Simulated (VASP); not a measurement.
Given:

```
CELL_PARAMETERS angstrom
     -1.61651     1.61651     4.07834
      1.61651    -1.61651     4.07834
      1.61651     1.61651    -4.07834
ATOMIC_POSITIONS crystal
  V  0.00000 0.00000 0.00000
  Ge 0.33904 0.33904 0.00000
  Ge 0.66096 0.66096 0.00000
```

Computed with PBEsol GGA, VASP's PBE PAW potentials (set 64) (plane waves; VASP). Run with 400 eV cut-off, Gaussian smearing of 0.050 eV, potentials V_sv Ge_d.

Give the energies of bands 16 to 23 at the high-symmetry points, in eV from the Fermi level.

```
band      Γ      X      P      N       M      S      R
----  -----  -----  -----  -----  ------  -----  -----
16    -4.96  -5.59  -5.91  -9.05  -10.03  -9.22  -7.32
17    -4.34  -5.14  -5.10  -4.27   -1.27  -6.14  -4.97
18    -1.09  -5.06  -5.10  -3.85   -0.39  -1.32  -3.28
19    -1.09  -2.95  -2.04  -0.88    0.25  -1.09  -3.03
20    -1.06  -1.43  -1.29  -0.84    0.25  -0.88  -1.31
21     1.08  -1.14  -1.29   0.69    0.40   0.73  -1.16
22     2.94   1.96   0.63   1.91    0.40   1.64   1.80
23     3.41   2.04   1.96   2.66    1.09   3.63   1.98
```

It has no gap at this level: it comes out as a metal or semimetal.

The structure was generated: VGe2 was put into the MoSi2 type (I4/mmm), which need not be its known phase. It was relaxed first, which changed the volume by +7 %. The run is not spin-polarised, so no magnetic state was tried. The electron count is odd and the run is not spin-polarised, which forces a metal.
